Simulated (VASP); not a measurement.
# Biaxial (001) strain of body-centred cubic tungsten with r2SCAN: normal strain, stress, strain energy and elastic moduli

Linear elasticity is usually trusted for strains up to about 1 %. The series tests this rule for tungsten strained equally along both axes of the (001) plane, with the normal free of stress. The brief is a tungsten film, 10 nm thick before straining, that serves as an elastic energy store. It must hold at least 1 J/m², its in-plane stress may not exceed 10 GPa in either sense, and Hooke's law with the small-strain modulus must give that stress to within 5 %. Among the rows that pass, the one with the most stored energy is preferred. These limits are design choices. Strains and energies are measured from the relaxed cubic crystal at the same level, and tension counts as positive.

## Computational details

The start is an entry of the ASE's table of reference states database. The crystal was relaxed with r2SCAN. Equal strain is imposed in the (001) plane; the strain along the normal is adjusted until the normal stress vanishes, and the atoms are relaxed with r2SCAN. VASP 6.6.1, plane waves with PAW, cutoff 450 eV, no spin polarisation, no spin-orbit coupling, k mesh 26×26×26, static lattice. The same in all rows: band gap on the k mesh at r2SCAN: 0.000 eV.

Notes on method and selection:

- Runs that did not converge, have known faults or may not be shown are not listed, and runs on Ansatz's PAW sets soft_1 and soft_2 are kept to separate tables.

Columns:

- strain (%): strain in the plane (tension positive).
- normal strain (%): strain along the normal.
- stress (GPa): in-plane stress, tension positive.
- strain energy (meV/atom): energy per atom above the relaxed crystal.

## Computed values

| member | strain (%) | normal strain (%) | stress (GPa) | strain energy (meV/atom) |
| --- | --- | --- | --- | --- |
| −2 % | −2.0 | 1.593 | −12.62 | 24.70 |
| −1.5 % | −1.5 | 1.170 | −9.32 | 13.77 |
| −1 % | −1.0 | 0.767 | −6.11 | 6.08 |
| −0.5 % | −0.5 | 0.377 | −2.99 | 1.52 |
| 0 % | 0.0 | −0.007 | 0.02 | 0.00 |
| +0.5 % | 0.5 | −0.379 | 2.96 | 1.44 |
| +1 % | 1.0 | −0.745 | 5.80 | 5.76 |
| +1.5 % | 1.5 | −1.099 | 8.56 | 12.90 |
| +2 % | 2.0 | −1.441 | 11.23 | 22.75 |

Least-squares fits to the whole series, with x = strain (%); R² and errors in the fitted variable (y, or ln y where the fit is in ln y):

| y | members | fit | R² | rms residual | leave-one-out rms | the same for the mean of the others |
| --- | --- | --- | --- | --- | --- | --- |
| normal strain (%) | 9 | y = 0.02622 − 0.7574 x | 1.00 | 0.030 | 0.044 | 1.1 |
| stress (GPa) | 9 | y = −0.2744 + 5.960 x | 1.00 | 0.26 | 0.38 | 8.7 |

## The trend and its physics

Stretching the plane lengthens the nearest-neighbour bonds, which run obliquely to it, and the crystal shortens along the normal to recover part of that length. Between −0.5 and +0.5 % the normal strain changes by (−0.379 − 0.377) / 1.0 = −0.756 % per % of in-plane strain. Constant volume would require −2, so the volume grows under tension. The stress rises by (2.96 + 2.99) / 1.0 = 5.95 GPa per %, which gives a biaxial modulus $M$ of 5.95 × 100 = 595 GPa.

For a cubic crystal with a stress-free normal,

$$\frac{\varepsilon_\perp}{\varepsilon} = -\frac{2C_{12}}{C_{11}}, \qquad M = C_{11} + C_{12} - \frac{2C_{12}^2}{C_{11}}.$$

Hence $C_{12}/C_{11}$ = 0.756 / 2 = 0.378, $C_{11}$ = 595 / (1 + 0.378 − 2 × 0.378²) = 545 GPa and $C_{12}$ = 0.378 × 545 = 206 GPa. The bulk modulus is (545 + 2 × 206) / 3 = 319 GPa. The shear constant $C_{44}$ does not enter this deformation.

The response stiffens under compression and softens under tension. From one end of the series to the other, the slope between neighbouring rows falls steadily from (12.62 − 9.32) / 0.5 = 6.60 to (11.23 − 8.56) / 0.5 = 5.34 GPa per %. With $\varepsilon$ in % and $\sigma$ in GPa, the rows follow

$$\sigma = 0.02 + 5.95\,\varepsilon - 0.18\,\varepsilon^2$$

with a typical miss of 0.02 GPa, against 0.26 GPa for the straight line. The negative quadratic term is the expected sign of anharmonic bonding, in which repulsion grows faster on shortening than attraction does on stretching. Logarithmic strain would remove only 595 × 0.01² / 2 = 0.03 GPa of the 0.18 GPa at 1 %.

## Where the trend breaks

Largest departures from the fit to the whole series:

| member | normal strain (%) | fit | computed − fit | in rms residuals |
| --- | --- | --- | --- | --- |
| −2 % | 1.593 | 1.541 | +0.052 | 1.7 |
| +2 % | −1.441 | −1.489 | +0.048 | 1.6 |
| 0 % | −0.007 | 0.026 | −0.033 | 1.1 |
| −0.5 % | 0.377 | 0.405 | −0.028 | 0.9 |

The listed departures in normal strain are positive at both ends and negative near the centre. This is the pattern of a straight line laid through a smooth curve, and it gives no reason to distrust any row. The stress curves the opposite way, and a straight line laid through it acquires the intercept of −0.2744 GPa, which is therefore not a residual stress.

The true residual appears in the unstrained row. The relaxed reference keeps a slight tension, so the crystal shortens by 0.007 % once its normal is freed. That corresponds to an initial tension of about 545 × 0.00007 = 0.04 GPa, of which 0.04 × (1 − 0.378) = 0.02 GPa should remain in the plane, as tabulated. This offset is negligible at the larger strains.

## Meeting the brief

The stored energy per unstrained area follows from the energy per atom $E$, the volume per atom $V$ and the film thickness $t$ as $w = Et/V$. The volume is not tabulated, but the small-strain relation $E = VM\varepsilon^2$ supplies it. The mean energy at ±1 % is (6.08 + 5.76) / 2 = 5.92 meV/atom. With 1 eV/Å³ = 160.2 GPa, $V$ = 5.92 × 160.2 / (1000 × 595 × 0.01²) = 15.9 Å³, where the factor 1000 converts meV to eV.

At −1 % the energy density is 6.08 × 160.2 / (1000 × 15.9) = 0.061 GPa. Since 1 GPa × 1 nm = 1 J/m², a thickness of 10 nm gives 0.061 × 10 = 0.61 J/m², which is too little. The +1 % row and the rows closer to zero store still less. Both 2 % rows exceed the stress limit, with magnitudes of 12.62 and 11.23 GPa.

The two 1.5 % rows remain. Hooke's law gives 5.95 × 1.5 = 8.93 GPa for both. The computed magnitude is 9.32 / 8.93 = 1.04 times this under compression and 8.56 / 8.93 = 0.96 times under tension, so both meet the 5 % condition. Their stored energies are:

- −1.5 %: 13.77 × 160.2 / (1000 × 15.9) = 0.139 GPa, or 0.139 × 10 = 1.39 J/m²
- +1.5 %: 12.90 × 160.2 / (1000 × 15.9) = 0.130 GPa, or 0.130 × 10 = 1.30 J/m²

The pick is −1.5 %, with +1.5 % as runner-up. Taken with the unstrained thickness, the force of the compressed film on its clamped edge is 9.32 × 10 = 93 N/m. The film thickens by 1.170 × 10 / 100 = 0.12 nm.

Elastic moduli of metals at this level carry an error of roughly 5 to 10 %, and no measured modulus is compared here. If the true moduli were 10 % lower, the pick would still store 0.9 × 1.39 = 1.25 J/m². An error in the other direction is more serious, because a stress larger by a factor of 10 / 9.32 = 1.07 would disqualify the pick. The runner-up tolerates a factor of 10 / 8.56 = 1.17 and would then take its place.

## Closing remarks

The rule of thumb survives. Hooke's law with the small-strain modulus misses the stress by less than 3 % at ±1 %, but by about 6 % at ±2 %. Its error changes sign with the strain, giving too small a magnitude under compression and too large a one under tension. Moduli are therefore best taken from pairs of rows at opposite strains, where the quadratic term cancels.

The largest omitted effect is plastic flow. A one-atom cell contains no dislocations, whereas ordinary metals yield at roughly 1 GPa or less. Yielding would lower the stress magnitude and could remove most of the 9 GPa on which the selected film relies. The estimate also applies bulk values to a thin film, without surface effects, and assumes that the compressed film is held flat, since a free-standing one could buckle and release its energy.
